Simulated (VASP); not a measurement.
Input:

```
Cd
1.0
    2.98000     0.00000     0.00000
   -1.49000     2.58076     0.00000
    0.00000     0.00000     5.62000
Cd
2
Cartesian
  1.49000   0.86025   4.21500
  0.00000   1.72050   1.40500
```

Computed with PBE GGA, VASP's PBE PAW potentials (set 64) (plane waves; VASP). Settings: 480 eV cut-off, 13×13×6 Γ-centred mesh, first-order Methfessel-Paxton smearing of 0.10 eV, potentials Cd.

Energy and stress use the plane-wave basis of the starting cell.

Task: The ions, cell shape and volume are relaxed. Predict the relaxed structure.

Result: 
```
Cd
1.0
    3.04513     0.00000     0.00000
   -1.52257     2.63716     0.00000
    0.00000     0.00000     5.67198
Cd
2
Cartesian
  1.52257   0.87905   4.25398
  0.00000   1.75811   1.41799
```
Space group P6_3/mmc (194), at a tolerance of 0.03 Å.

Task: How do energy and volume change from the first to the last step?

Result: The energy (σ→0) changes by -11.0 meV/atom and the volume by +5.4 %, in 6 ionic steps.

```csv
step,E(σ→0) (eV),max force (eV/Å),pressure (GPa),volume (Å³)
1,-1.4780,0.000,2.96,43.22
2,-1.4997,0.000,-0.16,45.76
3,-1.4997,0.000,-0.06,45.63
4,-1.4997,0.000,0.00,45.59
5,-1.4999,0.000,0.11,45.56
6,-1.4999,0.000,0.02,45.55
```

The compound is Cd in the hcp structure. This run relaxes it. Symmetry was kept, so distortions that lower it aren't found.
